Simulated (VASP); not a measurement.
Input:

```yaml
crystal:
  lattice:
    - [0.00000, 2.14285, 2.14285]
    - [2.14285, 0.00000, 2.14285]
    - [2.14285, 2.14285, 0.00000]
  atoms:
    - { symbol: Nb, position: [0.00000, 0.00000, 0.00000] }
    - { symbol: C, position: [0.50000, 0.50000, 0.50000] }
```

Method: PBEsol GGA, VASP's PBE PAW potentials (set 64) (plane waves; VASP). Settings: 620 eV cut-off, 15×15×15 Γ-centred mesh, first-order Methfessel-Paxton smearing of 0.10 eV, potentials Nb_sv C.

**Question.** Estimate the energy per atom (σ→0), pressure, band gap (on the k-mesh) with the smallest direct gap where there is one.

**Answer.** 
```
Property                                                     Value
------------------------  ----------------------------------------
band gap (on the k-mesh)  none (metal, semimetal or under 0.01 eV)
energy per atom (σ→0)                              -10.779 eV/atom
pressure                                                 44.96 GPa
```

The absolute energy has meaning only against runs of the same code, potentials and settings.

The compound is NbC in the rock salt structure. It was relaxed first under an external pressure of 45 GPa. The electron count is odd and the run is not spin-polarised, which forces a metal.
